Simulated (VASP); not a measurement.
Level of theory: revTPSS meta-GGA, VASP's PBE PAW potentials (set 64) (plane waves; VASP).

The input files of a VASP run:

File KPOINTS:
```
Automatic
0
G
  18 18 18
```

**KPOINTS_OPT**
```
k-points along high-symmetry lines
10
Line-mode
Reciprocal
  0.000000   0.000000   0.000000 ! GAMMA
  0.500000   0.000000   0.500000 ! X

  0.500000   0.000000   0.500000 ! X
  0.625000   0.250000   0.625000 ! U

  0.375000   0.375000   0.750000 ! K
  0.000000   0.000000   0.000000 ! GAMMA

  0.000000   0.000000   0.000000 ! GAMMA
  0.500000   0.500000   0.500000 ! L

  0.500000   0.500000   0.500000 ! L
  0.500000   0.250000   0.750000 ! W

  0.500000   0.250000   0.750000 ! W
  0.500000   0.000000   0.500000 ! X
```

**POSCAR**
```
Rh
1.0
  0.0000000000   1.8980050708   1.8980050708
  1.8980050708   0.0000000000   1.8980050708
  1.8980050708   1.8980050708   0.0000000000
Rh
1
Cart
  0.0000000000   0.0000000000   0.0000000000
```

INCAR:
```
SYSTEM = Rh
PREC = Accurate; ENCUT = 520; LREAL = .FALSE.
LASPH = .TRUE.
EDIFF = 1E-7; NELM = 100; ALGO = Normal
LMAXMIX = 4; LMIXTAU = .TRUE.
ISMEAR = -5
METAGGA = RTPSS
ISIF = 2
LWAVE = .FALSE.; LCHARG = .FALSE.; LORBIT = 11
NEDOS = 601
```

POTCAR, in this order: Rh_pv (PBE.64 set). Program: vasp_std.

Q: What will the output report for the number of irreducible k-points (NKPTS), largest plane-wave count, number of space-group operations, FFT grid (NGX, NGY, NGZ)?

A: 
```
Property                                      Result
--------------------------------------  ------------
number of irreducible k-points (NKPTS)           195
largest plane-wave count                         380
number of space-group operations                  48
FFT grid (NGX, NGY, NGZ)                20 × 20 × 20
```

The compound is Rh in the fcc structure. It was relaxed first.
